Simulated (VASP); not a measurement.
The input files of a VASP run:

### POSCAR
```
CsCl
1
    3.3740480597    -0.0000000000    -0.0000000000
   -0.0000000000     3.3740480597     0.0000000000
    0.0000000000     0.0000000000     3.3740480597
Cs Cl
1 1
Direct
  0.0000000000   0.0000000000   0.0000000000
  0.5000000000   0.5000000000   0.5000000000
```

**INCAR**
```
! general
SYSTEM  = CsCl
PREC    = Accurate
ENCUT   = 500
LREAL   = .FALSE.
LASPH   = .TRUE.

! electronic loop
EDIFF   = 1E-6
NELM    = 100
ALGO    = Normal
LMAXMIX = 4

! smearing
ISMEAR  = 0
SIGMA   = 0.05

! functional
GGA     = PS

! ions
IBRION  = 2
NSW     = 40
ISIF    = 3
EDIFFG  = -0.02
PSTRESS = 450

! output
LWAVE   = .FALSE.
LCHARG  = .FALSE.
```

**KPOINTS**
```
Automatic mesh
0
Gamma
8 8 8
0 0 0
```

POTCAR, in this order: Cs_sv Cl (PBE.64 set). Program: vasp_std.

### Question
Translate this PBEsol calculation to Ansatz.

### Answer
One equivalent input (not run):
Ansatz 0.2 input:
```yaml
crystal:
  lattice:
    - [3.3740481, 0.0000000, 0.0000000]
    - [0.0000000, 3.3740481, 0.0000000]
    - [0.0000000, 0.0000000, 3.3740481]
  atoms:
    - { symbol: Cs, position: [0.0000000, 0.0000000, 0.0000000] }
    - { symbol: Cl, position: [0.5000000, 0.5000000, 0.5000000] }
kpoints:
  mp_grid: { grid: [8, 8, 8] }
hamiltonian:
  xc: pbesol
  pseudopotentials: { kind: paw }
scf:
  occupations: { method: gaussian, width: 0.05 }
  max_iter: 100
relax:
  max_steps: 40
  f_tol: 0.02
  cell: { p_target: 45 }
output: { forces: true, stress: true, eigenvalues: true }
```
What does not carry over: each code has its own PAW files, so the cut-off isn't converted (ENCUT is set for VASP's; basis.ecutwfc is left out, and Ansatz then takes the one that its files recommend); Ansatz stops its SCF on the density residual and VASP on the energy change (EDIFF).

The compound is CsCl in the CsCl type structure. It was relaxed first under an external pressure of 45 GPa.
